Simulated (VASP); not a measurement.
Computed with PBEsol GGA, VASP's PBE PAW potentials (set 64) (plane waves; VASP).

VASP input:

**INCAR**
```
# general
SYSTEM  = InBi
PREC    = Accurate
ENCUT   = 500
LREAL   = .False.
LASPH   = .True.   # aspherical one-centre terms

# electronic loop
EDIFF   = 1E-6
NELM    = 100   # most electronic steps
ALGO    = Normal   # blocked Davidson
LMAXMIX = 4   # l cut-off of mixed one-centre charges

# smearing
ISMEAR  = 1
SIGMA   = 0.1   # width (eV)

# functional
GGA     = PS   # PBEsol

# ions
IBRION  = 2
NSW     = 40   # most ionic steps
ISIF    = 3   # ions, shape and volume
EDIFFG  = -0.02   # ionic stop
PSTRESS = 100   # kbar

# output
LWAVE   = .False.
LCHARG  = .False.
```

KPOINTS:
```
Regular mesh
0
gamma
  10 10 10
0 0 0
```

File POSCAR:
```
InBi
1.0
  0.0000000000   3.1638706997   3.1638706997
  3.1638706997   0.0000000000   3.1638706997
  3.1638706997   3.1638706997   0.0000000000
In Bi
1 1
Cart
  0.0000000000   0.0000000000   0.0000000000
  1.5819353498   1.5819353498   1.5819353498
```

POTCAR, in this order: In_d Bi_d (PBE.64 set). Program: vasp_std.

Output of the run:

### OSZICAR
```
       N       E                     dE             d eps       ncg     rms          rms(c)
DAV:   1     0.244398286905E+03    0.24440E+03   -0.14729E+04  1692   0.192E+03
DAV:   2     0.119461216901E+02   -0.23245E+03   -0.23000E+03  1698   0.426E+02
DAV:   3    -0.637250976192E+01   -0.18319E+02   -0.18211E+02  2018   0.147E+02
DAV:   4    -0.696244785490E+01   -0.58994E+00   -0.58954E+00  1964   0.284E+01
DAV:   5    -0.699791223206E+01   -0.35464E-01   -0.35463E-01  2464   0.596E+00    0.418E+00
DAV:   6    -0.688631633012E+01    0.11160E+00   -0.16070E-01  2174   0.730E+00    0.220E+00
DAV:   7    -0.685429604940E+01    0.32020E-01   -0.89405E-02  2570   0.397E+00    0.386E-01
DAV:   8    -0.685369645908E+01    0.59959E-03   -0.99098E-03  2162   0.149E+00    0.162E-01
DAV:   9    -0.685402075681E+01   -0.32430E-03   -0.73463E-04  2222   0.267E-01    0.499E-02
DAV:  10    -0.685402800294E+01   -0.72461E-05   -0.39028E-05  2098   0.715E-02    0.226E-02
DAV:  11    -0.685403642366E+01   -0.84207E-05   -0.18081E-05  1780   0.391E-02    0.983E-03
DAV:  12    -0.685403640061E+01    0.23056E-07   -0.97195E-07  1526   0.116E-02
   1 F= -.29005924E+01 E0= -.29006884E+01  d E =-.290059E+01
```

**OUTCAR**
```
------------------------ aborting loop because EDIFF is reached ----------------------------------------
  FORCE on cell =-STRESS in cart. coord.  units (eV):
  Direction    XX          YY          ZZ          XY          YZ          ZX
  --------------------------------------------------------------------------------------
  Total        3.9293880      3.9293880      3.9293880      0.0000000      0.0000000      0.0000000
  in kB       99.3915178     99.3915178     99.3915178      0.0000000      0.0000000      0.0000000
  external PRESSURE =      -0.6084822 kB  Pullay stress =     100.0000000 kB
  volume of cell :       63.34
      direct lattice vectors                 reciprocal lattice vectors
     0.000000000  3.163870700  3.163870700    -0.158034271  0.158034271  0.158034271
     3.163870700  0.000000000  3.163870700     0.158034271 -0.158034271  0.158034271
     3.163870700  3.163870700  0.000000000     0.158034271  0.158034271 -0.158034271
 POSITION                                       TOTAL-FORCE (eV/Angst)
 -----------------------------------------------------------------------------------
      0.00000      0.00000      0.00000        -0.000000     -0.000000     -0.000000
      1.58194      1.58194      1.58194         0.000000      0.000000      0.000000
 -----------------------------------------------------------------------------------
    total drift:                                0.000000      0.000000      0.000000
  FREE ENERGIE OF THE ION-ELECTRON SYSTEM (eV)
  ---------------------------------------------------
  free  energy   TOTEN  =        -6.8540364006 eV

  energy  without entropy=       -6.8543242967  energy(sigma->0) =       -6.85413237
  enthalpy is  TOTEN    =        -2.9005923874 eV   P V=        3.9534440132

 reached required accuracy - stopping structural energy minimisation
```
(Selected blocks of OUTCAR.)

The structure was generated: InBi was put into the zinc blende type (F-43m), which need not be its known phase. It was relaxed first under an external pressure of 10 GPa.
